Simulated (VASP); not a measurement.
```
YN
1.0
    0.00000     2.44000     2.44000
    2.44000     0.00000     2.44000
    2.44000     2.44000     0.00000
Y N
1 1
Direct
  0.00000   0.00000   0.00000
  0.50000   0.50000   0.50000
```

These are r2SCAN meta-GGA, VASP's PBE PAW potentials (set 64) (plane waves; VASP) values and carry that method's errors. Settings: 530 eV cut-off, 8×8×8 Γ-centred mesh, Gaussian smearing of 0.050 eV, potentials Y_sv N.

Q: The ions, cell shape and volume are relaxed. What does this cell relax into?

A: 
```
YN
1.0
    0.00000     2.44832     2.44832
    2.44832     0.00000     2.44832
    2.44832     2.44832     0.00000
Y N
1 1
Cartesian
  0.00000   0.00000   0.00000
  2.44832   2.44832   2.44832
```
Space group Fm-3m (225), at a tolerance of 0.03 Å.

Q: How do energy and volume change from the first to the last step?

A: The energy (σ→0) changes by -0.8 meV/atom and the volume by +1.0 %, in 3 ionic steps.

The compound is YN in the rock salt structure. This run relaxes it. Symmetry was kept, so distortions that lower it aren't found.
